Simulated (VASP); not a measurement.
# Sn11GeO24 (a cell with a defect) (Cassiterite) in VASP: a series of runs, part 2 of 2

VASP 6.6.1.

### 3 Single point, PBE

This run's cell holds other atoms than the first one's.

INCAR

```
SYSTEM = Sn12PO23
PREC = Accurate
ENCUT = 520
EDIFF = 1E-7
ISMEAR = -1
SIGMA = 0.01
LREAL = Auto
LASPH = .True.
NELM = 100
ALGO = Fast
ISIF = 2
LWAVE = .False.
LCHARG = .False.
GGA = PE
NBANDS = 180
NELECT = 312.0
```

KPOINTS

```
regular mesh
0
Gamma
  3 3 2
  0 0 0
```

POSCAR

```
Sn12PO23
1.0
    4.7380000000      4.7380000000      0.0000000000
   -4.7380000000      4.7380000000      0.0000000000
    0.0000000000      0.0000000000      9.5595000000
Sn P O
12 1 23
Direct
    0.0000000000      0.0000000000      0.0000000000
    0.0000000000      0.0000000000      0.3333333333
    0.0000000000      0.0000000000      0.6666666667
    0.5000000000      0.5000000000      0.0000000000
    0.5000000000      0.5000000000      0.3333333333
    0.5000000000      0.5000000000      0.6666666667
    0.5000000000      0.0000000000      0.1666666667
    0.5000000000      0.0000000000      0.5000000000
    0.5000000000      0.0000000000      0.8333333333
    0.0000000000      0.5000000000      0.1666666667
    0.0000000000      0.5000000000      0.5000000000
    0.0000000000      0.5000000000      0.8333333333
    0.3071000000      0.0000000000      0.0000000000
    0.3071000000      0.0000000000      0.3333333333
    0.3071000000      0.0000000000      0.6666666667
    0.8071000000      0.5000000000      0.0000000000
    0.8071000000      0.5000000000      0.3333333333
    0.8071000000      0.5000000000      0.6666666667
    0.5000000000      0.3071000000      0.1666666667
    0.5000000000      0.3071000000      0.5000000000
    0.5000000000      0.3071000000      0.8333333333
    0.0000000000      0.8071000000      0.1666666667
    0.0000000000      0.8071000000      0.5000000000
    0.0000000000      0.8071000000      0.8333333333
    0.6929000000      0.0000000000      0.0000000000
    0.6929000000      0.0000000000      0.3333333333
    0.6929000000      0.0000000000      0.6666666667
    0.1929000000      0.5000000000      0.0000000000
    0.1929000000      0.5000000000      0.3333333333
    0.1929000000      0.5000000000      0.6666666667
    0.5000000000      0.6929000000      0.1666666667
    0.5000000000      0.6929000000      0.5000000000
    0.5000000000      0.6929000000      0.8333333333
    0.0000000000      0.1929000000      0.1666666667
    0.0000000000      0.1929000000      0.5000000000
    0.0000000000      0.1929000000      0.8333333333
```

Potentials or basis: VASP PAW PBE potentials, release 64 (Sn_d, P, O).

The run is started by

```
cat potpaw_PBE.64/Sn_d/POTCAR potpaw_PBE.64/P/POTCAR potpaw_PBE.64/O/POTCAR > POTCAR
mpirun -np 1 vasp_std > vasp.out
```

OUTCAR:

```text
SYSTEM = Sn12PO23
   PREC = Accurate
   ENCUT = 520
   EDIFF = 1E-7
   ISMEAR = -1
   LREAL = Auto
   LASPH = .True.
   NELM = 100
   ISIF = 2
   GGA = PE
   NELECT = 312.0

 ion  position               nearest neighbor table
   1  0.000  0.000  0.000-  22 2.05  24 2.05  34 2.05  36 2.05  13 2.06  25 2.06   2 3.19   3 3.19
                            10 3.71  12 3.71   7 3.71   9 3.71  10 3.71  12 3.71   7 3.71   9 3.71
   2  0.000  0.000  0.333-  22 2.05  34 2.05  23 2.05  35 2.05  14 2.06  26 2.06   1 3.19   3 3.19
                             7 3.71  10 3.71  10 3.71   7 3.71   8 3.71  11 3.71  11 3.71   8 3.71
   3  0.000  0.000  0.667-  24 2.05  36 2.05  35 2.05  23 2.05  15 2.06  27 2.06   1 3.19   2 3.19
                             9 3.71  12 3.71  12 3.71   9 3.71  11 3.71  11 3.71   8 3.71   8 3.71
   4  0.500  0.500  0.000-  19 2.05  21 2.05  31 2.05  33 2.05  16 2.06  28 2.06   5 3.19   6 3.19
                            10 3.71  12 3.71   7 3.71   9 3.71   7 3.71   9 3.71  10 3.71  12 3.71
   5  0.500  0.500  0.333-  19 2.05  31 2.05  20 2.05  32 2.05  17 2.06  29 2.06   4 3.19   6 3.19
                             7 3.71  10 3.71   7 3.71  10 3.71   8 3.71   8 3.71  11 3.71  11 3.71
   6  0.500  0.500  0.667-  21 2.05  33 2.05  32 2.05  20 2.05  18 2.06  30 2.06   4 3.19   5 3.19
                             9 3.71  12 3.71   9 3.71  12 3.71   8 3.71  11 3.71  11 3.71   8 3.71
   7  0.500  0.000  0.167-  14 2.05  26 2.05  25 2.05  13 2.05  19 2.06  31 2.06   8 3.19   9 3.19
[... 1649 lines left out ...]
------------------------ aborting loop because EDIFF is reached ----------------------------------------

  FORCE on cell =-STRESS in cart. coord.  units (eV):
  Direction    XX          YY          ZZ          XY          YZ          ZX
  --------------------------------------------------------------------------------------
  -------------------------------------------------------------------------------------
  Total       69.5270714     69.5270714     86.1111051     14.4522709      0.0000000      0.0000000
  in kB      259.5429480    259.5429480    321.4507617     53.9499926      0.0000000      0.0000000
  external PRESSURE =     280.1788859 kB  Pullay stress =       0.0000000 kB

 VOLUME and BASIS-vectors are now :
 -----------------------------------------------------------------------------
  energy-cutoff  :      520.00
  volume of cell :      429.20
      direct lattice vectors                 reciprocal lattice vectors
     4.738000000  4.738000000  0.000000000     0.105529759  0.105529759  0.000000000
    -4.738000000  4.738000000  0.000000000    -0.105529759  0.105529759  0.000000000
     0.000000000  0.000000000  9.559500000     0.000000000  0.000000000  0.104607982

 POSITION                                       TOTAL-FORCE (eV/Angst)
 -----------------------------------------------------------------------------------
      0.00000      0.00000      0.00000        -5.790837     -5.790837     -0.000000
      0.00000      0.00000      3.18650         0.138491      0.138491     -0.375490
      0.00000      0.00000      6.37300         0.138491      0.138491      0.375490
      0.00000      4.73800      0.00000        -0.044997     -0.044997     -0.000000
      0.00000      4.73800      3.18650         0.051727      0.051727     -0.506540
      0.00000      4.73800      6.37300         0.051727      0.051727      0.506540
[... 28 lines left out ...]
     -0.91396      0.91396      4.77975        -0.268274      0.199936     -0.000000
     -0.91396      0.91396      7.96625        -1.073240      0.390396     -1.035087
 -----------------------------------------------------------------------------------
    total drift:                                0.004852      0.004852      0.000001

  FREE ENERGIE OF THE ION-ELECTRON SYSTEM (eV)
  ---------------------------------------------------
  free  energy   TOTEN  =      -204.6093927357 eV

  energy  without entropy=     -204.6077771600  energy(sigma->0) =     -204.60858495
```

OSZICAR:

```text
N       E                     dE             d eps       ncg     rms          rms(c)
DAV:   1     0.667445404952E+04    0.66745E+04   -0.12307E+05  2976   0.278E+03
DAV:   2     0.149515738256E+04   -0.51793E+04   -0.49854E+04  2880   0.889E+02
[... 11 lines left out ...]
RMM:  14    -0.204609367417E+03   -0.15212E-03   -0.15830E-03  4603   0.936E-02    0.200E-02
RMM:  15    -0.204609390748E+03   -0.23331E-04   -0.26649E-04  4821   0.338E-02    0.114E-02
RMM:  16    -0.204609394176E+03   -0.34286E-05   -0.21816E-05  4195   0.132E-02    0.832E-03
RMM:  17    -0.204609392682E+03    0.14944E-05   -0.13630E-05  4193   0.995E-03    0.253E-03
RMM:  18    -0.204609392823E+03   -0.14095E-06   -0.27308E-06  3727   0.471E-03    0.205E-03
RMM:  19    -0.204609392736E+03    0.87304E-07   -0.74330E-07  3470   0.229E-03
   1 F= -.20460939E+03 E0= -.20460858E+03  d E =-.161558E-02
```

stdout:

```text
POSCAR found type information on POSCAR SnP O
 POSCAR found :  3 types and      36 ions
 scaLAPACK will be used
 LDA part: xc-table for (Slater+PW92), standard interpolation
 POSCAR, INCAR and KPOINTS ok, starting setup
 FFT: planning ... GRIDC
 FFT: planning ... GRID_SOFT
 FFT: planning ... GRID
 WAVECAR not read
 entering main loop
 the old and the new charge density differ
 old charge density:   311.00000 new  312.00001
    0.397E+01
```

Wall time 8.4 min (1 thread of Intel Xeon 6975P-C (Granite Rapids), shared host); peak memory 0.66 GiB.

Results:

```yaml
Free_energy: -204.6094 eV
Largest_force: 8.189 eV/Å
Band_gap_on_the_k_mesh: none (metal or under the smearing width)
```

Forces on the atoms (eV/Å):
```
Sn  -5.791 -5.791  0.000
Sn   0.138  0.138 -0.375
Sn   0.138  0.138  0.375
Sn  -0.045 -0.045  0.000
Sn   0.052  0.052 -0.507
Sn   0.052  0.052  0.507
Sn   3.300  3.300  5.928
Sn  -0.274 -0.274  0.000
Sn   3.300  3.300 -5.928
Sn  -0.027 -0.027 -0.079
Sn  -0.029 -0.029  0.000
Sn  -0.027 -0.027  0.079
P   -2.272 -2.272  0.000
O   -0.301 -0.301  0.989
O   -0.301 -0.301 -0.989
O   -0.177 -0.177  0.000
O   -0.155 -0.155  0.241
O   -0.155 -0.155 -0.241
O   -0.222  0.763  0.670
O    0.212 -0.185  0.000
O   -0.222  0.763 -0.670
O    0.390 -1.073  1.035
O    0.200 -0.268  0.000
O    0.390 -1.073 -1.035
O    2.024  2.024  0.000
O    0.157  0.157  0.046
O    0.157  0.157 -0.046
O    0.145  0.145  0.000
O    0.206  0.206  0.165
O    0.206  0.206 -0.165
O    0.763 -0.222  0.670
O   -0.185  0.212  0.000
O    0.763 -0.222 -0.670
O   -1.073  0.390  1.035
O   -0.268  0.200  0.000
O   -1.073  0.390 -1.035
```

Levels at points of the mesh, in eV from the Fermi level:
| k point | band 153 | band 154 | band 155 | band 156 | band 157 | band 158 | band 159 | band 160 |
| --- | --- | --- | --- | --- | --- | --- | --- | --- |
| (0.00, 0.00, 0.00) | -1.95 | -1.70 | -1.65 | -0.16 | -0.01 | 2.94 | 3.01 | 3.02 |
| (0.00, 0.00, 0.50) | -2.13 | -1.86 | -1.67 | 0.01 | 1.07 | 1.39 | 2.99 | 3.03 |

Caveat: the cell carries a net charge on a neutralising background, which shifts energy and pressure; the cell is charged against a uniform background, so pressure and absolute levels hang on convention; a pressure of tens of GPa on the cell as given is suspect, and the run, the potentials or the cell itself is likely at fault.
